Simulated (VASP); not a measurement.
Input for VASP

INCAR:
```
PREC  =  Accurate
LUSE_VDW  =  .True.
LWAVE  =  .False.
SYSTEM  =  ZrSe2
LASPH  =  .True.   # aspherical one-centre terms
AGGAC  =  0.0
GGA  =  CX
NSW  =  30
SIGMA  =  0.05   # width (eV)
ISIF  =  4
EDIFFG  =  -0.01   # ionic stop
LCHARG  =  .False.
NELM  =  100   # most electronic steps
IBRION  =  2   # conjugate gradients
LMAXMIX  =  4   # l cut-off of mixed one-centre charges
ISMEAR  =  0
EDIFF  =  1E-7
ALGO  =  Normal   # blocked Davidson
LREAL  =  .False.
ENCUT  =  520
```

KPOINTS:
```
K-points
0
G
  7 7 4
0 0 0
```

### POSCAR
```
ZrSe2
1
    1.8947586794    -3.2818185275     0.0000000000
    1.8947586794     3.2818185275     0.0000000000
    0.0000000000     0.0000000000     6.1361396813
Zr Se
1 2
Direct
  0.0000000000   0.0000000000   0.0000000000
  0.3333330000   0.6666670000   0.2617032364
  0.6666670000   0.3333330000   0.7382967636
```

POTCAR, in this order: Zr_sv Se (PBE.64 set). Program: vasp_std.

Task: Write an equivalent input for Quantum ESPRESSO's pw.x.

Result: One equivalent input (not run):
```
&CONTROL
  calculation = 'vc-relax'
  pseudo_dir = './pseudo'
  outdir = './out'
  tprnfor = .true.
  tstress = .true.
  nstep = 30
  forc_conv_thr = 0.00039
/
&SYSTEM
  ibrav = 0
  nat = 3
  ntyp = 2
  ecutwfc = 86
  occupations = 'smearing'
  smearing = 'gaussian'
  degauss = 0.003675
  input_dft = 'vdw-df-cx'
/
&ELECTRONS
  conv_thr = 7.3e-09
  electron_maxstep = 100
/
&IONS
/
&CELL
  cell_dofree = 'shape'
/
ATOMIC_SPECIES
  Zr 91.224 Zr.upf
  Se 78.971 Se.upf
CELL_PARAMETERS angstrom
     1.8947587   -3.2818185    0.0000000
     1.8947587    3.2818185    0.0000000
     0.0000000    0.0000000    6.1361397
ATOMIC_POSITIONS crystal
  Zr   0.0000000  0.0000000  0.0000000
  Se   0.3333330  0.6666670  0.2617032
  Se   0.6666670  0.3333330  0.7382968
K_POINTS automatic
  7 7 4 0 0 0
```
The two are equivalent in intent, not identical: the potentials are each code's own (VASP's PAW set, PseudoDojo norm-conserving files in pw.x), so ENCUT and ecutwfc are chosen apart and not converted; conv_thr bounds pw.x's estimated SCF error, while EDIFF bounds the energy change between steps; forc_conv_thr acts on force components and is met together with etot_conv_thr.

The compound is ZrSe2 in the 1T layered structure. This cell is one point of a volume scan, at 1.03 of the reference volume. Symmetry was kept, so distortions that lower it aren't found.
